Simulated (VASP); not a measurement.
Here is the system:

```
SrTe
1.0
    0.00000     3.39807     3.39807
    3.39807     0.00000     3.39807
    3.39807     3.39807     0.00000
Sr Te
1 1
Direct
  0.00000   0.00000   0.00000
  0.50000   0.50000   0.50000
```

All values below come from PBE GGA with D3 dispersion (zero damping), VASP's PBE PAW potentials (set 64) (plane waves; VASP). Numerical set-up: 520 eV cut-off, 7×7×7 Γ-centred mesh, Gaussian smearing of 0.050 eV, potentials Sr_sv Te.

Problem. Estimate the energy per atom (σ→0), pressure.

Solution. 
| Property | Value |
|---|---|
| energy per atom (σ→0) | -4351 meV/atom |
| pressure | -1.80 GPa |

The absolute energy has meaning only against runs of the same code, potentials and settings.

The compound is SrTe in the rock salt structure. This cell is one point of a volume scan, at 1.06 of the reference volume.
